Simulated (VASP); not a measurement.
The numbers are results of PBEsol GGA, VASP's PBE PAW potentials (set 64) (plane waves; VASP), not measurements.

The input files of a VASP run:

INCAR:
```
SYSTEM = InSe
PREC = Accurate; ENCUT = 480; LREAL = .FALSE.
LASPH = .TRUE.
EDIFF = 1E-7; NELM = 100; ALGO = Normal
LMAXMIX = 4
ISMEAR = 0; SIGMA = 0.05
GGA = PS
ISIF = 2
LWAVE = .FALSE.; LCHARG = .FALSE.
```

File KPOINTS:
```
Automatic mesh
0
Gamma
6 6 6
0 0 0
```

File POSCAR:
```
InSe
1
    5.8878804754    -2.1033755711     0.0903249329
    5.8569904908     2.0152890388     0.0903249329
   -1.6644041436     0.0124830311     4.2387347816
In Se
2 2
Direct
  0.1142735647   0.1142735647   0.9713590773
  0.8857264353   0.8857264353   0.0286409227
  0.3453037199   0.3453037199   0.3627403028
  0.6546962801   0.6546962801   0.6372596972
```

POTCAR, in this order: In_d Se (PBE.64 set). Program: vasp_std.

Without a dispersion term in the relaxation, distances and binding between the weakly bound layers, chains or molecules are unreliable, and so is what depends on them.

**Question.** What does the run give for the energy per atom (σ→0), largest force?

**Answer.** 
```json
{
 "energy per atom (σ→0)": "-3.887 eV/atom",
 "largest_force": "0.052 eV/Å"
}
```

File OSZICAR:
```
...
DAV:   8    -0.155500425946E+02    0.37776E-02   -0.45674E-02  7750   0.263E+00    0.556E-01
DAV:   9    -0.155497984678E+02    0.24413E-03   -0.45098E-03  7694   0.779E-01    0.169E-01
DAV:  10    -0.155497928575E+02    0.56103E-05   -0.45054E-04  6740   0.183E-01    0.899E-02
DAV:  11    -0.155498002994E+02   -0.74420E-05   -0.13083E-04  7770   0.144E-01    0.214E-02
DAV:  12    -0.155497972424E+02    0.30570E-05   -0.17056E-05  7276   0.440E-02    0.143E-02
DAV:  13    -0.155497974418E+02   -0.19937E-06   -0.27514E-06  7924   0.107E-02    0.427E-03
DAV:  14    -0.155497973705E+02    0.71292E-07   -0.53315E-07  5434   0.108E-02
   1 F= -.15549797E+02 E0= -.15549797E+02  d E =-.648542E-15
```

The structure comes from a computed database's InSe entry (C2/m); how it stands against other phases isn't given here. This cell was strained or had an atom moved on purpose.
